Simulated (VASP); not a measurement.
Input:

```xyz
4
Lattice="3.8409 0.0000 0.0000 -1.9205 3.3263 0.0000 0.0000 0.0000 6.4429" Properties=species:S:1:pos:R:3 pbc="T T T"
Cd     0.0000     0.0000     0.0000
Cd     0.0000     0.0000     3.2214
S      0.0000     2.2176     1.6107
S      1.9205     1.1088     4.8322
```

The numbers are results of r2SCAN meta-GGA, VASP's PBE PAW potentials (set 64) (plane waves; VASP), not measurements. Settings: 400 eV cut-off, 8×8×4 Γ-centred mesh, tetrahedra with Blöchl corrections, potentials Cd S.

Question: Give the energies of bands 13 to 21 at the high-symmetry points, in eV from the valence-band maximum.

Answer: 
| band | Γ | M | K | A | L | H |
|---|---|---|---|---|---|---|
| 13 | -4.92 | -4.49 | -4.84 | -3.50 | -4.69 | -4.22 |
| 14 | -0.93 | -3.81 | -3.05 | -3.50 | -4.69 | -4.22 |
| 15 | -0.77 | -3.14 | -2.28 | -0.36 | -1.34 | -3.42 |
| 16 | -0.77 | -2.11 | -2.28 | -0.36 | -1.34 | -3.42 |
| 17 | 0.00 | -1.43 | -1.98 | -0.36 | -1.19 | -0.37 |
| 18 | 0.00 | -0.05 | -1.98 | -0.36 | -1.19 | -0.37 |
| 19 | 1.24 | 2.94 | 1.46 | 3.64 | 2.56 | 4.08 |
| 20 | 4.01 | 4.21 | 5.92 | 3.64 | 2.56 | 4.08 |
| 21 | 7.31 | 4.36 | 7.44 | 7.34 | 6.36 | 4.92 |

The gap is direct, 1.24 eV, from the valence maximum at Γ to the conduction minimum at Γ.

The structure was generated: CdS was put into the NiAs type type (P6_3/mmc), which need not be its known phase. It was relaxed first, which changed the volume by +9 %.
